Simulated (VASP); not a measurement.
Data:

```yaml
crystal:
  lattice:
    - [1.96405, -3.40184, 0.00000]
    - [1.96405, 3.40184, 0.00000]
    - [0.00000, 0.00000, 6.09339]
  atoms:
    - { symbol: La, position: [0.33333, 0.66667, 0.24535] }
    - { symbol: La, position: [0.66667, 0.33333, 0.75465] }
    - { symbol: O, position: [0.00000, 0.00000, 0.00000] }
    - { symbol: O, position: [0.33333, 0.66667, 0.64612] }
    - { symbol: O, position: [0.66667, 0.33333, 0.35388] }
```

These are rev-vdW-DF2, VASP's PBE PAW potentials (set 64) (plane waves; VASP) values and carry that method's errors. Numerical set-up: 520 eV cut-off, 7×7×4 Γ-centred mesh, tetrahedra with Blöchl corrections, potentials La O.

The cores are frozen, which limits the accuracy of field gradients.

### Question
Give the principal components of the electric field gradient (V/Å²) and the asymmetry η at each nucleus.

### Answer

```json
[
 {"atom": "La1", "Vxx": "-59.4", "Vyy": "-59.4", "Vzz": "118.8", "η": "0.00"},
 {"atom": "La2", "Vxx": "-59.4", "Vyy": "-59.4", "Vzz": "118.8", "η": "0.00"},
 {"atom": "O3", "Vxx": "4.4", "Vyy": "4.4", "Vzz": "-8.8", "η": "0.00"},
 {"atom": "O4", "Vxx": "-4.3", "Vyy": "-4.3", "Vzz": "8.7", "η": "0.00"},
 {"atom": "O5", "Vxx": "-4.3", "Vyy": "-4.3", "Vzz": "8.7", "η": "0.00"}
]
```

The compound is La2O3 in the a-type structure. It was relaxed first.
